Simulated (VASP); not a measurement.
A convergence study with VASP on CdSe (zinc blende): a few settings are varied, all else stays as given below, so the limit is that of these other settings.

```
CELL_PARAMETERS angstrom
      0.00000     3.02500     3.02500
      3.02500     0.00000     3.02500
      3.02500     3.02500     0.00000
ATOMIC_POSITIONS crystal
  Cd 0.00000 0.00000 0.00000
  Se 0.25000 0.25000 0.25000
```

The numbers are results of PBE GGA, VASP's PBE PAW potentials (set 64) (plane waves; VASP 6.6.1), not measurements. The last row used: 550 eV cut-off, 15×15×15 Γ-centred mesh, second-order Methfessel-Paxton smearing of 0.40 eV, potentials Cd Se.

```tsv
setting	E (eV/atom)	pressure (GPa)	irreducible k-points
ISMEAR = -1, SIGMA = 0.01, 4×4×4 mesh	-2.6980	4.32	8
ISMEAR = -1, SIGMA = 0.2, 4×4×4 mesh	-2.6968	4.41	8
ISMEAR = 0, SIGMA = 0.01, 4×4×4 mesh	-2.6980	4.32	8
ISMEAR = 0, SIGMA = 0.2, 4×4×4 mesh	-2.6979	4.32	8
ISMEAR = 1, SIGMA = 0.01, 4×4×4 mesh	-2.6980	4.32	8
ISMEAR = 1, SIGMA = 0.2, 4×4×4 mesh	-2.6978	4.32	8
ISMEAR = 2, SIGMA = 0.01, 4×4×4 mesh	-2.6980	4.32	8
ISMEAR = 2, SIGMA = 0.2, 4×4×4 mesh	-2.6978	4.32	8
ISMEAR = -1, SIGMA = 0.05, 9×9×9 mesh	-2.7233	4.11	35
ISMEAR = -1, SIGMA = 0.2, 9×9×9 mesh	-2.7229	4.13	35
ISMEAR = 0, SIGMA = 0.05, 9×9×9 mesh	-2.7233	4.11	35
ISMEAR = 0, SIGMA = 0.2, 9×9×9 mesh	-2.7233	4.11	35
ISMEAR = 1, SIGMA = 0.05, 9×9×9 mesh	-2.7233	4.11	35
ISMEAR = 1, SIGMA = 0.2, 9×9×9 mesh	-2.7233	4.11	35
ISMEAR = 2, SIGMA = 0.05, 9×9×9 mesh	-2.7233	4.11	35
ISMEAR = 2, SIGMA = 0.2, 9×9×9 mesh	-2.7233	4.11	35
ISMEAR = -1, SIGMA = 0.05, 15×15×15 mesh	-2.7235	4.11	120
ISMEAR = -1, SIGMA = 0.4, 15×15×15 mesh	-2.7128	4.31	120
ISMEAR = 0, SIGMA = 0.05, 15×15×15 mesh	-2.7235	4.11	120
ISMEAR = 0, SIGMA = 0.4, 15×15×15 mesh	-2.7234	4.11	120
ISMEAR = 1, SIGMA = 0.05, 15×15×15 mesh	-2.7235	4.11	120
ISMEAR = 1, SIGMA = 0.4, 15×15×15 mesh	-2.7235	4.08	120
ISMEAR = 2, SIGMA = 0.05, 15×15×15 mesh	-2.7235	4.11	120
ISMEAR = 2, SIGMA = 0.4, 15×15×15 mesh	-2.7234	…	120
```

Q: Complete the blanks.

A: 
- ISMEAR = 2, SIGMA = 0.4, 15×15×15 mesh, pressure (GPa): 4.10

Left out are rungs that failed or repeat a setting and relaxations that didn't move; long series are thinned to 24 rows.

The compound is CdSe in the zinc blende structure, whereas wurtzite is the usual form. The cell was not relaxed at this level.
